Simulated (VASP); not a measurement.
An input for Quantum ESPRESSO's pw.x (written as the equivalent of a VASP run, and not itself run):

```
&CONTROL
  calculation = 'vc-relax'
  pseudo_dir = './pseudo'
  outdir = './out'
  tprnfor = .true.
  tstress = .true.
  nstep = 60
  forc_conv_thr = 0.00078
/
&SYSTEM
  ibrav = 0
  nat = 3
  ntyp = 2
  ecutwfc = 98
  occupations = 'smearing'
  smearing = 'methfessel-paxton'
  degauss = 0.00735
  input_dft = 'pbesol'
/
&ELECTRONS
  conv_thr = 7.3e-08
  electron_maxstep = 100
/
&IONS
/
&CELL
/
ATOMIC_SPECIES
  Si 28.085 Si.upf
  Ni 58.693 Ni.upf
CELL_PARAMETERS angstrom
     0.0000000    2.6943245    2.6943245
     2.6943245    0.0000000    2.6943245
     2.6943245    2.6943245    0.0000000
ATOMIC_POSITIONS crystal
  Si   0.2500000  0.2500000  0.2500000
  Si   0.7500000  0.7500000  0.7500000
  Ni   0.0000000  0.0000000  0.0000000
K_POINTS automatic
  9 9 9 0 0 0
```

Q: Translate this input to VASP (INCAR, KPOINTS, POSCAR, choice of POTCAR).

A: One answer among several that fit: 
File POSCAR:
```
NiSi2
1
    0.0000000000     2.6943245354     2.6943245354
    2.6943245354     0.0000000000     2.6943245354
    2.6943245354     2.6943245354     0.0000000000
Si Ni
2 1
Direct
  0.2500000000   0.2500000000   0.2500000000
  0.7500000000   0.7500000000   0.7500000000
  0.0000000000   0.0000000000   0.0000000000
```

### INCAR
```
SYSTEM = NiSi2
PREC = Accurate
ENCUT = 400
EDIFF = 1E-6
NELM = 100
ALGO = Normal
LREAL = .FALSE.
LASPH = .TRUE.
ISMEAR = 1
SIGMA = 0.1
GGA = PS
LMAXMIX = 4
LWAVE = .FALSE.
LCHARG = .FALSE.
IBRION = 2
ISIF = 3
NSW = 60
EDIFFG = -0.02
```

File KPOINTS:
```
Automatic mesh
0
Gamma
9 9 9
0 0 0
```

POTCAR, in this order: Si Ni (PBE.64 set). Program: vasp_std.

What does not carry over: the potentials are each code's own (VASP's PAW set, PseudoDojo norm-conserving files in pw.x), so ENCUT and ecutwfc are chosen apart and not converted; conv_thr bounds pw.x's estimated SCF error, while EDIFF bounds the energy change between steps; forc_conv_thr acts on force components and is met together with etot_conv_thr.

The compound is NiSi2 in the fluorite structure. This run relaxes it. Symmetry was kept, so distortions that lower it aren't found. The start is the result of an earlier pass.
